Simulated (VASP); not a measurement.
Method: PBEsol GGA, VASP's PBE PAW potentials (set 64) (plane waves; VASP).

VASP ran on this input.

**INCAR**
```
SYSTEM=PPd
PREC=Accurate; ENCUT=480; LREAL=.FALSE.
LASPH=.TRUE.
EDIFF=1E-7; NELM=100; ALGO=Normal
LMAXMIX=4
ISMEAR=1; SIGMA=0.1
GGA=PS
ISIF=2
LWAVE=.FALSE.; LCHARG=.FALSE.
```

POSCAR:
```
PPd
1
    1.7683240974    -5.4242187625     0.0000000000
    1.7683240974     5.4242187625    -0.0000000000
    0.0000000000    -0.0000000000     2.9878316555
P Pd
2 2
Direct
  0.5847642791   0.4152357209   0.2332654561
  0.4152357209   0.5847642791   0.7500000000
  0.8251564409   0.1748435591   0.2500000000
  0.1748435591   0.8251564409   0.7500000000
```

KPOINTS:
```
Automatic mesh
0
Gamma
8 8 10
0 0 0
```

POTCAR, in this order: P Pd (PBE.64 set). Program: vasp_std.

What VASP printed:

File OSZICAR:
```
       N       E                     dE             d eps       ncg     rms          rms(c)
DAV:   1     0.153948496710E+03    0.15395E+03   -0.14128E+04  7068   0.140E+03
DAV:   2    -0.176938290396E+02   -0.17164E+03   -0.16468E+03  7726   0.288E+02
DAV:   3    -0.251590078480E+02   -0.74652E+01   -0.72306E+01  8669   0.568E+01
DAV:   4    -0.252741252677E+02   -0.11512E+00   -0.11490E+00  8022   0.738E+00
DAV:   5    -0.252762602142E+02   -0.21349E-02   -0.21343E-02  8438   0.972E-01    0.156E+01
DAV:   6    -0.246936423122E+02    0.58262E+00   -0.70902E+00  8104   0.247E+01    0.922E+00
DAV:   7    -0.244344133464E+02    0.25923E+00   -0.15861E+00  7969   0.128E+01    0.508E+00
DAV:   8    -0.244017421681E+02    0.32671E-01   -0.12096E-01  7788   0.259E+00    0.792E-01
DAV:   9    -0.243963577341E+02    0.53844E-02   -0.17408E-02  8083   0.119E+00    0.284E-01
DAV:  10    -0.243963754168E+02   -0.17683E-04   -0.32429E-03  7903   0.404E-01    0.122E-01
DAV:  11    -0.243963702799E+02    0.51369E-05   -0.18161E-04  7991   0.158E-01    0.742E-02
DAV:  12    -0.243963737169E+02   -0.34370E-05   -0.11022E-04  8037   0.130E-01    0.231E-02
DAV:  13    -0.243963666577E+02    0.70593E-05   -0.32206E-05  7875   0.675E-02    0.832E-03
DAV:  14    -0.243963660373E+02    0.62032E-06   -0.29460E-06  8085   0.149E-02    0.303E-03
DAV:  15    -0.243963658734E+02    0.16395E-06   -0.23188E-07  4553   0.346E-03    0.984E-04
DAV:  16    -0.243963659070E+02   -0.33623E-07   -0.26456E-08  4065   0.131E-03
   1 F= -.24396366E+02 E0= -.24396702E+02  d E =0.100873E-02
```

### OUTCAR
```
------------------------ aborting loop because EDIFF is reached ----------------------------------------
  FORCE on cell =-STRESS in cart. coord.  units (eV):
  Direction    XX          YY          ZZ          XY          YZ          ZX
  --------------------------------------------------------------------------------------
  Total        0.3139274     -0.0757926      0.0540426      0.0000000     -0.0582318      0.0000000
  in kB        8.7751518     -2.1186158      1.5106433      0.0000000     -1.6277425      0.0000000
  external PRESSURE =       2.7223931 kB  Pullay stress =       0.0000000 kB
  volume of cell :       57.32
      direct lattice vectors                 reciprocal lattice vectors
     1.768324097 -5.424218762  0.000000000     0.282753597 -0.092179173  0.000000000
     1.768324097  5.424218762  0.000000000     0.282753597  0.092179173  0.000000000
     0.000000000  0.000000000  2.987831655     0.000000000  0.000000000  0.334690878
 POSITION                                       TOTAL-FORCE (eV/Angst)
 -----------------------------------------------------------------------------------
      1.76832     -0.91956      0.69696         0.000000      0.139164      0.128409
      1.76832      0.91956      2.24087         0.000000     -0.126747     -0.104887
      1.76832     -3.52744      0.74696         0.000000     -0.016552     -0.002352
      1.76832      3.52744      2.24087         0.000000      0.004135     -0.021170
 -----------------------------------------------------------------------------------
    total drift:                               -0.000000      0.000021      0.000002
  FREE ENERGIE OF THE ION-ELECTRON SYSTEM (eV)
  ---------------------------------------------------
  free  energy   TOTEN  =       -24.3963659070 eV

  energy  without entropy=      -24.3973746391  energy(sigma->0) =      -24.39670215
```
(Selected blocks of OUTCAR.)

The structure was generated: PPd was put into the CrB type (Cmcm), which need not be its known phase. This cell was strained or had an atom moved on purpose.
